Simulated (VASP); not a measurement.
# Zone-centre gap, electron mass and M–L valley of wurtzite CdSe under biaxial (0001) strain at TB-mBJ with spin-orbit coupling

A CdSe layer grown on a substrate with a different lattice constant, or as a shell on another semiconductor, is strained in its plane. The strain shifts the colour of its emission and changes how easily electrons move. It could also bring a second conduction valley close enough to take up electrons. The question is how the gap and the electron mass at the zone centre respond to compression and to tension in the (0001) plane, and how far away the valley on the line M–L remains. Both conduction levels are calculated with TB-mBJ and spin-orbit coupling on cells relaxed with LDA, and are counted from the valence-band top at Γ. Strain is counted from the relaxed cell, with tension positive.

## How the numbers were made

The start is a typed prototype cell. The crystal was relaxed with LDA. Equal strain is imposed in the (0001) plane; the strain along the normal is adjusted until the normal stress vanishes, and the atoms are relaxed with LDA. VASP 6.6.1, plane waves with PAW, cutoff 450 eV, no spin polarisation. Band edges are single points at TB-mBJ with spin-orbit coupling on these cells, k mesh 7×7×4, read on short lines of k points at the zone centre and through the valleys; energies are counted from the valence-band top at the zone centre. Masses are fitted within 0.05 1/Å of the zone centre. All levels use the PAW data sets made with LDA.

Notes on method and selection:

- A valley's energy from the valence-band top holds the shift of that top as well as the shift of the valley.
- The TB-mBJ parameter c is fixed anew from the density of each cell, so it changes along the series.
- Runs that did not converge, have known faults or may not be shown are not listed, and runs on Ansatz's PAW sets soft_1 and soft_2 are kept to separate tables.

Columns:

- strain (%): strain in the plane (tension positive).
- Γ level (eV): lowest conduction level at Γ.
- M–L valley (eV): lowest conduction level on the line M–L.
- mass, normal (mₑ): electron mass at Γ along the normal.
- mass, plane (mₑ): electron mass at Γ in the plane.

Input lines of one member:

```
PREC = Accurate
ENCUT = 450
EDIFF = 1E-06
NELM = 150
ISMEAR = 0
SIGMA = 0.02
LREAL = .FALSE.
ALGO = Normal
METAGGA = MBJ
LASPH = .TRUE.
LNONCOLLINEAR = .TRUE.
NBANDS = 46
GGA_COMPAT = .FALSE.
LSORBIT = .TRUE.
KPAR = 4
```

Command (options for logging and memory left out): `mpirun -np 4 vasp_ncl`

## Results

| member | sign of the strain | strain (%) | Γ level (eV) | M–L valley (eV) | mass, normal (mₑ) | mass, plane (mₑ) |
| --- | --- | --- | --- | --- | --- | --- |
| −2 % | compression | −2.0 | 1.904 | 3.534 | 0.149 | 0.1828 |
| −1.5 % | compression | −1.5 | 1.928 | 3.580 | 0.153 | 0.1821 |
| −1 % | compression | −1.0 | 1.948 | 3.621 | 0.155 | 0.1811 |
| −0.5 % | compression | −0.5 | 1.964 | 3.661 | 0.159 | 0.1793 |
| 0 % | compression | 0.0 | 1.978 | 3.699 | 0.160 | 0.1776 |
| 0 % | tension | 0.0 | 1.978 | 3.699 | 0.160 | 0.1776 |
| +0.5 % | tension | 0.5 | 1.986 | 3.732 | 0.163 | 0.1777 |
| +1 % | tension | 1.0 | ? | ? | ? | ? |
| +1.5 % | tension | 1.5 | 1.952 | 3.746 | 0.166 | 0.1751 |
| +2 % | tension | 2.0 | 1.933 | 3.750 | 0.168 | 0.1747 |

Cells marked ? are withheld until the estimate has been made.

Least-squares fits to the members shown, with x = strain (%); R² and errors in the fitted variable (y, or ln y where the fit is in ln y):

| y | sign of the strain | members | fit | R² | rms residual | leave-one-out rms | the same for the mean of the others |
| --- | --- | --- | --- | --- | --- | --- | --- |
| Γ level (eV) | compression | 5 | y = 1.9812 + 0.036800 x | 0.99 | 0.0029 | 0.0059 | 0.033 |
| Γ level (eV) | tension | 4 | y = 1.987 − 0.02480 x | 0.87 | 0.0077 | 0.017 | 0.028 |
| M–L valley (eV) | compression | 5 | y = 3.7012 + 0.082200 x | 1.00 | 0.0021 | 0.0044 | 0.073 |
| M–L valley (eV) | tension | 4 | y = 3.7086 + 0.023200 x | 0.84 | 0.0081 | 0.018 | 0.027 |

## Why the values move as they do

The gap at Γ responds differently to the two signs of strain. Compression lowers it steadily, by (1.978 − 1.904) / 2.0 = 0.037 eV per per cent. Under tension it first rises slightly, to 1.986 eV at +0.5 %, and then falls; between +1.5 % and +2 % the slope is (1.933 − 1.952) / 0.5 = −0.038 eV per per cent.

The distance between the two conduction levels, in which the valence-band top cancels, indicates where the reversal comes from. It is 3.534 − 1.904 = 1.630 eV at −2 %, 3.699 − 1.978 = 1.721 eV without strain and 3.750 − 1.933 = 1.817 eV at +2 %. This is a nearly even rise of about 0.05 eV per per cent, with no turn, so the turn in the gap most likely belongs to the valence band, although a shift common to both conduction levels would also cancel. Theory offers a reason: compression in the plane lifts the Se p states lying in the plane relative to the one along the normal, and tension does the reverse. The top of the band should therefore change character under tension, which lets the gap shrink on both sides.

The M–L valley stays at least 1.6 eV above the Γ level in every member shown. That is far beyond thermal energies, so strain of this size does not bring it into play for electrons near equilibrium.

The masses change modestly. Along the normal the mass grows from 0.149 to 0.168 mₑ between −2 % and +2 %, while in the plane it falls from 0.1828 to 0.1747 mₑ. The ratio of plane to normal drops from 0.1828 / 0.149 = 1.23 to 0.1747 / 0.168 = 1.04, so tension makes the electron nearly isotropic. The reordering of the valence states does not explain this. Tension brings the p state along the normal closer to the conduction level and moves those in the plane away, which by itself would lighten the mass along the normal and raise that in the plane, opposite to the table. A change in the momentum matrix elements with bond geometry is a possible cause.

## Prediction

Plain estimates from the members shown:

- +1 % (tension), fit at x = 1.0: 1.962 eV
- +1 % (tension), straight-line interpolation between +0.5 % and +1.5 %: w = (1.0 − 0.5) / (1.5 − 0.5) = 0.500, so 1.986 + 0.500 × (1.952 − 1.986) = 1.969 eV

The straight-line fit to the tension members is unsuitable here, because it runs through the turn of the gap and has a leave-one-out error of 0.017 eV. Interpolation between the neighbours is better, and the shape of the curve limits its error.

The gap is measured to the highest of several valence levels. Where two levels cross, or mix and repel, the upper one bends upwards with strain, so the gap bends downwards. If the conduction level shifts almost linearly, the gap at +1 % should lie above the chord between its neighbours and below the line continued from the members at higher tension:

- chord: (1.986 + 1.952) / 2 = 1.969 eV
- continued line: 1.952 + (1.952 − 1.933) = 1.971 eV

The middle of this narrow bracket is 1.970 eV.

The same construction can be tried at −0.5 %, continuing the line from the members at higher compression. The chord gives (1.948 + 1.978) / 2 = 1.963 eV and the continued line 1.948 + (1.948 − 1.928) = 1.968 eV. Their middle, (1.963 + 1.968) / 2 = 1.9655 eV, misses the tabulated 1.964 eV by about 0.002 eV. That miss is taken as the standard deviation; it also leaves room for small irregularities from the TB-mBJ parameter, which is set anew in each cell.

**Committed estimate, +1 % (tension): Γ level = 1.970 ± 0.002 eV.**

## The answer

| member | sign of the strain | strain (%) | Γ level (eV) | M–L valley (eV) | mass, normal (mₑ) | mass, plane (mₑ) |
| --- | --- | --- | --- | --- | --- | --- |
| +1 % | tension | 1.0 | 1.972 | 3.741 | 0.165 | 0.1762 |

| member | estimate | Γ level (eV) | computed | estimate − computed | miss in error bars |
| --- | --- | --- | --- | --- | --- |
| +1 % (tension) | committed | 1.970 | 1.972 | −0.002 | 1.0 |
| +1 % (tension) | fit | 1.962 | 1.972 | −0.010 |  |
| +1 % (tension) | interpolation | 1.969 | 1.972 | −0.003 |  |

The computed gap is 1.972 eV and the estimate was 1.970 eV, so the miss of 0.002 eV equals the error bar. The estimate did much better than the straight-line fit, which is 0.010 eV too low. Its advantage over plain interpolation, 0.001 eV, is no more than the rounding of the table.

The lower bound held: the gap lies above the chord between its neighbours. The upper bound, the line continued from higher tension, was 1.971 eV and is exceeded by 0.001 eV, which is also within rounding.

The new member is consistent with a valence-band origin of the turn, though it cannot exclude a shift common to both conduction levels. Between the interval from 0 to +0.5 % and the interval from +1 % to +1.5 %, the slope of the Γ level changes from (1.986 − 1.978) / 0.5 = 0.016 to (1.952 − 1.972) / 0.5 = −0.040 eV per per cent. The slope of the M–L valley changes from (3.732 − 3.699) / 0.5 = 0.066 to (3.746 − 3.741) / 0.5 = 0.010. The two falls are equal, 0.016 + 0.040 = 0.056 and 0.066 − 0.010 = 0.056 eV per per cent, as expected if the valence-band top, from which both levels are counted, bends upwards relative to them with tension.

## Members off the line

Least-squares fits to the whole series, with x = strain (%); R² and errors in the fitted variable (y, or ln y where the fit is in ln y):

| y | sign of the strain | members | fit | R² | rms residual | leave-one-out rms | the same for the mean of the others |
| --- | --- | --- | --- | --- | --- | --- | --- |
| Γ level (eV) | compression | 5 | y = 1.9812 + 0.036800 x | 0.99 | 0.0029 | 0.0059 | 0.033 |
| Γ level (eV) | tension | 5 | y = 1.989 − 0.02480 x | 0.83 | 0.0079 | 0.016 | 0.024 |
| M–L valley (eV) | compression | 5 | y = 3.7012 + 0.082200 x | 1.00 | 0.0021 | 0.0044 | 0.073 |
| M–L valley (eV) | tension | 5 | y = 3.710 + 0.02320 x | 0.80 | 0.0082 | 0.017 | 0.023 |

Largest departures from the fit to the whole series:

| member | sign of the strain | Γ level (eV) | fit | computed − fit | in rms residuals |
| --- | --- | --- | --- | --- | --- |
| 0 % | tension | 1.978 | 1.989 | −0.011 | 1.4 |
| −2 % | compression | 1.904 | 1.908 | −0.004 | 1.2 |
| −1 % | compression | 1.948 | 1.944 | +0.004 | 1.2 |
| +0.5 % | tension | 1.986 | 1.977 | +0.009 | 1.2 |

The largest departures under tension come from fitting a straight line to a bent series. The unstrained cell lies 0.011 eV below the line and the +0.5 % member 0.009 eV above it. The gap rises between these two and falls from there on, so a falling line passes too high at zero strain and too low just after it. Neither member is irregular in itself.

Under compression the departures are only 0.004 eV, negative at −2 % and positive at −1 %. They reflect a mild curvature: the slope grows from (1.978 − 1.964) / 0.5 = 0.028 eV per per cent next to the unstrained cell to (1.928 − 1.904) / 0.5 = 0.048 between −1.5 % and −2 %. The M–L valley steepens by a similar amount, from (3.699 − 3.661) / 0.5 = 0.076 to (3.580 − 3.534) / 0.5 = 0.092 eV per per cent, which points to a shift common to both levels. A non-linear response of the valence-band top would act in this way, and so might the TB-mBJ parameter, which follows the density of each cell.

## Closing remarks

Among the members from −2 % to +2 %, the gap at Γ is largest at +0.5 % and smaller towards either end. This strain is counted from the LDA cell, which came out smaller than the prototype cell in both lattice constants. For a real layer, whose strain is counted from the measured lattice constant, the maximum may therefore lie at a different strain. Interpolation between neighbours 1 % apart reproduces each interior member to about 0.003 eV, except +0.5 %, where it is 0.011 eV too low, as expected if the valence-band top changes character nearby.

With wavelength in nm = 1240 / gap in eV, the computed gap converts to 1240 / 1.978 = 627 nm without strain and to 1240 / 1.904 = 651 nm at −2 %, a red shift of 24 nm. These figures illustrate the size of the shift and do not predict the colour of a sample. The measured gap of CdSe is smaller than the one computed here, so the bulk crystal emits at longer wavelengths, where the same change in eV is a larger change in nm. The small LDA cell may account for part of the difference, since compression from all sides widens the gap. In the +1 % cell the valence-band top lies slightly off Γ, so the smallest gap there is marginally below the tabulated one.

The masses need a similar limit, which I left out when discussing them before the estimate. TB-mBJ tends to make electrons too heavy, and a fit reaching 0.05 1/Å from the zone centre adds to this, because the band rises less steeply than a parabola away from its minimum. Measured electron masses of CdSe are indeed lighter. The table therefore shows how the mass changes with strain at this level of theory, and its absolute values should not be carried over to a real layer. Whether the electron becomes nearly isotropic under tension with another functional or a narrower fit is not tested here. Calculations at r2SCAN on the same cells are left out, so all the trends shown rest on TB-mBJ alone.

The whole spread of the gap is 1.986 − 1.904 = 0.082 eV. Quantum confinement, absent from these bulk cells, raises the gap by roughly a few tenths of an eV in crystals a few nanometres across and can therefore outweigh the strain.

[Logs are printed without paths, hosts, clocks, repeated set-up lines and the standing remarks that a program may print on its own settings, such as how far it seeks lower states.]
